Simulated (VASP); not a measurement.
# CdS (Greenockite) with LDA: from relaxation to properties, part 5 of 6

Aim: relax CdS (Greenockite), then compute properties on the relaxed cell. The start is a cell from a database of measured crystal structures.

VASP 6.6.1, plane waves and PAW; the level of theory is named at each step.

So far, gap on the k-mesh (eV): step 2 (relaxing cell and atoms (LDA)) 1.04; step 3 (second relaxation) 1.05; step 6 (total and projected DOS (LDA)) 1.05; step 7 (independent-particle dielectric function (LDA)) 1.05; step 9 (a semilocal run for the hybrid's start) 1.04.

The database entry behind the starting cell differs from later determinations by our own check (about 0.35 % long), so it need not match the best structure at ambient conditions.

### 10. Bands along the symmetry lines (HSE06)

This step: HSE06; plane waves and PAW (Cd, S) (VASP 6.6.1).

HSE06 mixes in a quarter of exact exchange at short range, at far higher cost; in semiconductors this cures much of the gap error, while metals seldom gain.

INCAR

```
SYSTEM = CdS
PREC = Accurate
ENCUT = 400
EDIFF = 1E-06
NELM = 100
ISMEAR = 0
SIGMA = 0.05
LREAL = .FALSE.
ALGO = Normal
LHFCALC = .TRUE.
AEXX = 0.25
GGA = PE
HFSCREEN = 0.2
LASPH = .TRUE.
NBANDS = 24
PRECFOCK = Fast
LORBIT = 11
LWAVE = .FALSE.
LCHARG = .FALSE.
KPAR = 4
```

POSCAR

```
CdS
1.0
    4.0760154983      0.0000000000      0.0000000000
   -2.0380077491      3.5299329677      0.0000000000
    0.0000000000      0.0000000000      6.6442264195
Cd S
2 2
Direct
    0.3333333333      0.6666666667      0.9995662760
    0.6666666667      0.3333333333      0.4995662760
    0.3333333333      0.6666666667      0.3754337240
    0.6666666667      0.3333333333      0.8754337240
```

KPOINTS

```
Automatic mesh
0
Gamma
4 4 2
0 0 0
```

KPOINTS_OPT

```
Line mode
6
Line-mode
Reciprocal
  0.00000000   0.00000000   0.00000000 GAMMA
  0.50000000   0.00000000   0.00000000 M

  0.50000000   0.00000000   0.00000000 M
  0.33333333   0.33333333   0.00000000 K

  0.33333333   0.33333333   0.00000000 K
  0.00000000   0.00000000   0.00000000 GAMMA

  0.00000000   0.00000000   0.00000000 GAMMA
  0.00000000   0.00000000   0.50000000 A

  0.00000000   0.00000000   0.50000000 A
  0.50000000   0.00000000   0.50000000 L

  0.50000000   0.00000000   0.50000000 L
  0.33333333   0.33333333   0.50000000 H

  0.33333333   0.33333333   0.50000000 H
  0.00000000   0.00000000   0.50000000 A

  0.50000000   0.00000000   0.50000000 L
  0.50000000   0.00000000   0.00000000 M

  0.33333333   0.33333333   0.00000000 K
  0.33333333   0.33333333   0.50000000 H
```

PAW data sets: Cd and S (LDA family, release 64).

The run starts from files that an earlier step left in the folder.

On the command line:

```bash
$ mpirun -np 4 vasp_std
```

Log:

```text
[banner, memory and clock lines left out]
running    4 mpi-ranks, on    1 nodes
 distrk:  each k-point on    1 cores,    4 groups
 distr:  one band on    1 cores,    1 groups

 POSCAR found type information on POSCAR CdS
 POSCAR found :  2 types and       4 ions
|                                                                             |
|               ----> ADVICE to this user running VASP <----                  |
|                                                                             |
|     You enforced a specific xc type in the INCAR file but a different       |
|     [... a line on the potential file left out ...]
|     I HOPE YOU KNOW WHAT YOU ARE DOING!                                     |
|                                                                             |

 LDA part: xc-table for (Slater+PW92), standard interpolation
 found WAVECAR, reading the header
 POSCAR, INCAR and KPOINTS ok, starting setup
 FFT: planning ... GRIDC
 FFT: planning ... GRID_SOFT
 FFT: planning ... GRID
 reading WAVECAR
 the WAVECAR file was read successfully
 initial charge from wavefunction
 entering main loop
       N       E                     dE             d eps       ncg     rms          rms(c)
DAV:   1    -0.152389122287E+02   -0.15239E+02   -0.24492E+00   416   0.148E+01    0.539E+00
DAV:   2    -0.152197423530E+02    0.19170E-01   -0.20929E-01   424   0.550E+00    0.304E+00
DAV:   3    -0.152051533114E+02    0.14589E-01   -0.35995E-02   472   0.193E+00    0.197E+00
DAV:   4    -0.152034788907E+02    0.16744E-02   -0.60893E-03   448   0.581E-01    0.124E+00
DAV:   5    -0.152032792038E+02    0.19969E-03   -0.77424E-04   456   0.169E-01    0.754E-01
DAV:   6    -0.152031818442E+02    0.97360E-04   -0.59988E-05   456   0.553E-02    0.433E-01
DAV:   7    -0.152031424292E+02    0.39415E-04   -0.18717E-05   456   0.282E-02    0.236E-01
DAV:   8    -0.152031315393E+02    0.10890E-04   -0.84953E-06   440   0.179E-02    0.127E-01
DAV:   9    -0.152031288995E+02    0.26398E-05   -0.30544E-06   448   0.112E-02    0.688E-02
DAV:  10    -0.152031285616E+02    0.33790E-06   -0.12553E-06   344   0.744E-03
   1 F= -.15203129E+02 E0= -.15203129E+02  d E =-.149213E-16
 Start KPOINTS_OPT (optional k-point list driver)
k-point batch [1-8\54]
       N       E                     dE             ncg
DAV:   1     0.599797899872E+03   -0.39742E+04      400
DAV:   2    -0.155677419905E+04   -0.21566E+04      424
DAV:   3    -0.169535380198E+04   -0.13858E+03      448
DAV:   4    -0.169832654998E+04   -0.29727E+01      456
DAV:   5    -0.169836055640E+04   -0.34006E-01      464
DAV:   6    -0.169836118196E+04   -0.62556E-03      456
DAV:   7    -0.169836119838E+04   -0.16426E-04      448
DAV:   8    -0.169836119890E+04   -0.51645E-06      344
[...]
k-point batch [49-54\54]
       N       E                     dE             ncg
DAV:   1     0.240012759056E+04   -0.59929E+04      296
DAV:   2     0.829063830331E+03   -0.15711E+04      296
DAV:   3     0.734281774577E+03   -0.94782E+02      368
DAV:   4     0.732252400887E+03   -0.20294E+01      336
DAV:   5     0.732232028605E+03   -0.20372E-01      336
DAV:   6     0.732231726731E+03   -0.30187E-03      336
DAV:   7     0.732231720194E+03   -0.65369E-05      336
DAV:   8     0.732231720038E+03   -0.15570E-06      240
```

The job ended after 3.5 min (4 MPI ranks of Intel Xeon 6975P-C (Granite Rapids), shared host; peak memory 1.2 GiB; 14 min of CPU time).

From OUTCAR (step 10):

```text
   k-points           NKPTS =      8   k-points in BZ     NKDIM =     32   number of bands    NBANDS=     24

   NELECT =      36.0000    total number of electrons

  exchange ACFDT corr.  =         0.00000000  see jH, gK, PRB 81, 115126

 E-fermi :   1.3370

 k-point     1 :       0.0000    0.0000    0.0000
  band No.  band energies     occupation
    ...
     14       0.1779      2.00000
     15       0.1779      2.00000
     16       0.9977      2.00000
     17       1.0524      2.00000
     18       1.0524      2.00000
     19       3.4321      0.00000
     20       5.0376      0.00000
     21       8.7044      0.00000
     22       8.7044      0.00000
     23       8.9955      0.00000
    ...

 POSITION                                       TOTAL-FORCE (eV/Angst)
 -----------------------------------------------------------------------------------
     -0.00000      2.35329      6.64134         0.000000     -0.000000      0.004752
      2.03801      1.17664      3.31923        -0.000000      0.000000      0.004752
     -0.00000      2.35329      2.49447        -0.000000      0.000000     -0.004752
      2.03801      1.17664      5.81658         0.000000     -0.000000     -0.004752
 -----------------------------------------------------------------------------------
    total drift:                               -0.000040      0.000013      0.000033

  FREE ENERGIE OF THE ION-ELECTRON SYSTEM (eV)
  ---------------------------------------------------
  free  energy   TOTEN  =       -15.2031285616 eV

  energy  without entropy=      -15.2031285616  energy(sigma->0) =      -15.20312856

[... 8 parts as in an earlier step ...]

[... 8 further parts left out ...]
```

The k-mesh is coarse for exact exchange; levels may shift by about 0.1 eV on a finer one. The PAW data sets were made with LDA, a small mismatch for this functional.

Numbers from this step:

```
SCF cycles                        : 10
free energy (TOTEN)               : -15.20 eV
Fermi energy                      : 1.337 eV
least gap on mesh and path        : 2.379 eV
least direct gap on mesh and path : 2.380 eV
```

The electronic bands at the labelled points (eV, zero at the valence-band top; v1 is the highest filled band, c1 the lowest empty one):

| point | v4 | v3 | v2 | v1 | c1 | c2 | c3 | c4 |
| --- | --- | --- | --- | --- | --- | --- | --- | --- |
| Γ | -0.87 | -0.05 | 0.00 | 0.00 | 2.38 | 3.99 | 7.65 | 7.65 |
| 0.40 of the way | -1.58 | -1.37 | -0.39 | -0.30 | 3.80 | 5.11 | 6.77 | 7.82 |
| M | -3.02 | -2.16 | -1.49 | -0.87 | 4.94 | 4.98 | 6.07 | 7.87 |
| 0.40 of the way | -3.01 | -2.45 | -1.60 | -1.24 | 5.46 | 5.63 | 5.93 | 7.82 |
| K | -3.55 | -2.13 | -2.13 | -1.90 | 5.49 | 6.61 | 6.61 | 8.33 |
| 0.60 of the way | -2.06 | -1.48 | -0.51 | -0.48 | 4.14 | 5.51 | 6.70 | 7.29 |
| Γ | -0.87 | -0.05 | 0.00 | 0.00 | 2.38 | 3.99 | 7.65 | 7.65 |
| 0.40 of the way | -0.80 | -0.75 | -0.09 | -0.09 | 3.00 | 4.04 | 7.59 | 7.69 |
| A | -0.45 | -0.45 | -0.45 | -0.45 | 4.07 | 4.07 | 7.40 | 7.40 |
| 0.60 of the way | -1.58 | -1.58 | -1.20 | -1.20 | 4.93 | 4.93 | 6.67 | 6.67 |
| L | -1.55 | -1.55 | -1.53 | -1.53 | 4.55 | 4.55 | 6.53 | 6.53 |
| 0.40 of the way | -2.07 | -2.07 | -1.37 | -1.37 | 4.98 | 4.98 | 6.79 | 6.79 |
| H | -2.79 | -2.79 | -1.30 | -1.30 | 5.63 | 5.63 | 7.14 | 7.14 |
| 0.40 of the way | -1.83 | -1.83 | -1.43 | -1.43 | 5.44 | 5.44 | 6.85 | 6.85 |
| A | -0.45 | -0.45 | -0.45 | -0.45 | 4.07 | 4.07 | 7.40 | 7.41 |
| jump to L | -1.55 | -1.55 | -1.53 | -1.53 | 4.55 | 4.55 | 6.53 | 6.53 |
| 0.40 of the way | -2.25 | -1.91 | -1.26 | -1.16 | 4.34 | 4.97 | 6.64 | 6.83 |
| M | -3.02 | -2.16 | -1.49 | -0.87 | 4.94 | 4.98 | 6.07 | 7.87 |
| jump to K | -3.55 | -2.13 | -2.13 | -1.90 | 5.49 | 6.61 | 6.61 | 8.33 |
| 0.40 of the way | -3.41 | -2.09 | -1.82 | -1.82 | 5.81 | 6.30 | 6.30 | 8.19 |
| H | -2.79 | -2.79 | -1.30 | -1.30 | 5.63 | 5.63 | 7.14 | 7.14 |

Of the projections kept (Cd, S), the largest for each band there; the rest of the weight can lie on other orbitals:

| point | v4 | v3 | v2 | v1 | c1 | c2 | c3 | c4 |
| --- | --- | --- | --- | --- | --- | --- | --- | --- |
| Γ | S 0.77 | S 0.79 | S 0.79 | S 0.79 | Cd 0.52 | Cd 0.72 | Cd 1.00 | Cd 1.00 |
| M | S 0.71 | S 0.78 | S 0.74 | S 0.78 | Cd 0.84 | Cd 0.58 | Cd 0.55 | S 0.59 |
| K | S 0.76 | S 0.73 | S 0.73 | S 0.73 | Cd 0.86 | Cd 0.51 | Cd 0.51 | S 0.73 |
| Γ | S 0.77 | S 0.79 | S 0.79 | S 0.79 | Cd 0.52 | Cd 0.72 | Cd 1.00 | Cd 1.00 |
| A | S 0.78 | S 0.78 | S 0.78 | S 0.78 | Cd 0.54 | Cd 0.54 | Cd 0.51 | Cd 0.51 |
| L | S 0.77 | S 0.77 | S 0.76 | S 0.76 | Cd 0.72 | Cd 0.72 | Cd 0.79 | Cd 0.79 |

The gap moves by +1.33 eV against LDA, which ran on another mesh.

### 11. Band structure (TB-mBJ)

This step: TB-mBJ; plane waves and PAW (Cd, S) (VASP 6.6.1).

The mesh alone shows little of the dispersion and can miss band extrema, so KPOINTS_OPT adds a path through the symmetry points after the self-consistent cycle. TB-mBJ is a local potential fitted to gaps: it costs far less than a hybrid but gives no energy.

INCAR

```
SYSTEM = CdS
PREC = Accurate
ENCUT = 400
EDIFF = 1E-06
NELM = 150
ISMEAR = 0
SIGMA = 0.05
LREAL = .FALSE.
ALGO = Normal
METAGGA = MBJ
LASPH = .TRUE.
NBANDS = 32
LORBIT = 11
LWAVE = .FALSE.
LCHARG = .FALSE.
KPAR = 4
```

POSCAR is that of step 10.

KPOINTS

```
Automatic mesh
0
Gamma
6 6 4
0 0 0
```

KPOINTS_OPT, as its differences from that of step 10:

```diff
@@ -1,3 +1,3 @@
 Line mode
-6
+16
 Line-mode
```

On the command line:

```bash
$ mpirun -np 4 vasp_std
```

Log:

```text
[banner, memory and clock lines left out]
running    4 mpi-ranks, on    1 nodes
[...]
[... a notice as in an earlier step ...]

 LDA part: xc-table for (None), standard interpolation
 POSCAR, INCAR and KPOINTS ok, starting setup
[...]
entering main loop
       N       E                     dE             d eps       ncg     rms          rms(c)
DAV:   1     0.820328215150E+02    0.82033E+02   -0.14947E+04  1352   0.846E+02
DAV:   2    -0.142318624112E+03   -0.22435E+03   -0.21463E+03  1520   0.256E+02
DAV:   3    -0.152495231650E+03   -0.10177E+02   -0.10129E+02  1648   0.569E+01
DAV:   4    -0.152559268456E+03   -0.64037E-01   -0.64029E-01  1488   0.446E+00
[...]
DAV:   8    -0.148918949973E+03    0.43279E+01   -0.58968E+00  1424   0.195E+01    0.164E+01
DAV:   9    -0.148287574082E+03    0.63138E+00   -0.10673E+00  1576   0.584E+00    0.189E+01
DAV:  10    -0.149680530992E+03   -0.13930E+01   -0.83172E-01  1472   0.506E+00    0.187E+01
[... 130 further cycles ...]
DAV: 141    -0.100386733836E+03    0.50595E+01   -0.36570E+01  1576   0.111E+02    0.175E+01
DAV: 142    -0.981597861694E+02    0.22269E+01   -0.49134E+01  1432   0.249E+02    0.149E+01
DAV: 143    -0.102201689163E+03   -0.40419E+01   -0.19142E+01  1352   0.362E+01    0.222E+01
DAV: 144    -0.991905176311E+02    0.30112E+01   -0.38834E+01  1344   0.159E+02    0.238E+01
[...]
DAV: 148    -0.100919514965E+03    0.72848E+00   -0.53172E+01  1368   0.220E+02    0.256E+01
DAV: 149    -0.103776341869E+03   -0.28568E+01   -0.15680E+01  2008   0.415E+01    0.291E+01
DAV: 150    -0.104011426063E+03   -0.23508E+00   -0.96720E+00  1976   0.452E+01
|                                                                             |
|           W    W    AA    RRRRR   N    N  II  N    N   GGGG   !!!           |
|           W    W   A  A   R    R  NN   N  II  NN   N  G    G  !!!           |
|           W    W  A    A  R    R  N N  N  II  N N  N  G       !!!           |
|           W WW W  AAAAAA  RRRRR   N  N N  II  N  N N  G  GGG   !            |
|           WW  WW  A    A  R   R   N   NN  II  N   NN  G    G                |
|           W    W  A    A  R    R  N    N  II  N    N   GGGG   !!!           |
|                                                                             |
|     The electronic self-consistency was not achieved in the given           |
|     number of steps (NELM). The forces and other quantities evaluated       |
|     might not be reliable so examine the results carefully. If you find     |
|     spurious results, we suggest increasing NELM, if you were close to      |
|     convergence or switching to a different ALGO or adjusting the           |
|     density mixing parameters otherwise.                                    |
|                                                                             |

   1 F= -.10401143E+03 E0= -.10401143E+03  d E =-.198894E-21
 Start KPOINTS_OPT (optional k-point list driver)
k-point batch [1-21\144]
       N       E                     dE             ncg
DAV:   1     0.873271406046E+04   -0.32114E+04     2208
DAV:   2     0.222398637273E+04   -0.65087E+04     2144
DAV:   3     0.179939748743E+04   -0.42459E+03     2376
DAV:   4     0.178218677813E+04   -0.17211E+02     2192
[...]
DAV:  10     0.178049844744E+04   -0.57882E-05     1736
DAV:  11     0.178049844631E+04   -0.11353E-05     1536
DAV:  12     0.178049844597E+04   -0.33938E-06     1384
[...]
k-point batch [127-144\144]
       N       E                     dE             ncg
DAV:   1     0.101788872470E+05   -0.11639E+05     1904
DAV:   2     0.481703959239E+04   -0.53618E+04     1832
DAV:   3     0.445878584961E+04   -0.35825E+03     2088
DAV:   4     0.444558108823E+04   -0.13205E+02     1904
[...]
DAV:   9     0.444447571847E+04   -0.32892E-04     2096
DAV:  10     0.444447571584E+04   -0.26254E-05     1520
DAV:  11     0.444447571563E+04   -0.21070E-06     1400
```

Wall time 2.1 min (4 MPI ranks); peak memory 0.92 GiB.

Parts of OUTCAR (step 11):

```text
 k-point     1 :       0.0000    0.0000    0.0000
  band No.  band energies     occupation
    ...
     14       7.1330      2.00000
     15       7.1484      2.00000
     16       7.3834      2.00000
     17       7.4653      2.00000
     18       7.4834      2.00000
     19      17.2855      0.00000
     20      18.8619      0.00000
     21      20.4764      0.00000
     22      20.7121      0.00000
     23      20.7408      0.00000
    ...

  Total      -56.7370749    -56.7370749    -65.6992920     -0.0000000     -0.0000000      0.0000000
  in kB     -950.8911718   -950.8911718  -1101.0944238     -0.0000000     -0.0000000      0.0000000
  external PRESSURE =   -1000.9589225 kB  Pullay stress =       0.0000000 kB

 POSITION                                       TOTAL-FORCE (eV/Angst)
 -----------------------------------------------------------------------------------
     -0.00000      2.35329      6.64134        -0.000000     -0.000000     -3.401143
      2.03801      1.17664      3.31923         0.000000     -0.000000     -3.401143
     -0.00000      2.35329      2.49447         0.000000      0.000000      3.401143
      2.03801      1.17664      5.81658         0.000000     -0.000000      3.401143
 -----------------------------------------------------------------------------------
    total drift:                                0.000005      0.000009    -14.128659

  FREE ENERGIE OF THE ION-ELECTRON SYSTEM (eV)
  ---------------------------------------------------
  free  energy   TOTEN  =      -104.0114260633 eV

  energy  without entropy=     -104.0114260633  energy(sigma->0) =     -104.01142606

[... 9 parts as in an earlier step ...]

[... 10 further parts left out ...]
[key lines of the parts left out:]
E-fermi :   7.8052
```

EDIFF was not reached within NELM cycles, so the run counts as unconverged.

(Part 5 of 6 ends here.)

[Lines on the potential files, build, host, timing and source positions are cut from VASP's logs without a mark.]

[Logs are printed without paths, hosts, clocks, repeated set-up lines and the standing remarks that a program may print on its own settings, such as how far it seeks lower states.]

[Hosts, paths, dates, database ids (printed as entryN), source tags and the programs' standing remarks are cut or masked in the printed files.]

[A measured line is paired with the nearest computed mode of its activity, which favours agreement.]
